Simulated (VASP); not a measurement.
Given:

```
CELL_PARAMETERS angstrom
      0.00000     3.23591     3.23591
      3.23591     0.00000     3.23591
      3.23591     3.23591     0.00000
ATOMIC_POSITIONS crystal
  Y  0.00000 0.00000 0.00000
  As 0.25000 0.25000 0.25000
```

Level of theory: PBE GGA, VASP's PBE PAW potentials (set 64) (plane waves; VASP). Run with 400 eV cut-off, Gaussian smearing of 0.050 eV, potentials Y_sv As.

Q: Give the energies of bands 6 to 11 at the high-symmetry points, in eV from the valence-band maximum.

A: 
| band | Γ | X | U | L | W |
|---|---|---|---|---|---|
| 6 | -0.74 | -1.98 | -1.57 | -1.72 | -1.22 |
| 7 | -0.74 | 0.00 | -0.66 | -0.45 | -1.09 |
| 8 | -0.74 | 0.00 | -0.12 | -0.45 | -0.05 |
| 9 | 2.54 | 1.58 | 1.77 | 3.36 | 1.64 |
| 10 | 3.23 | 3.30 | 3.42 | 3.56 | 3.10 |
| 11 | 3.23 | 4.11 | 3.46 | 3.56 | 3.91 |

The gap is direct, 1.58 eV, from the valence maximum at X to the conduction minimum at X.

The structure was generated: YAs was put into the zinc blende type (F-43m), which need not be its known phase. It was relaxed first, which changed the volume by -25 %.
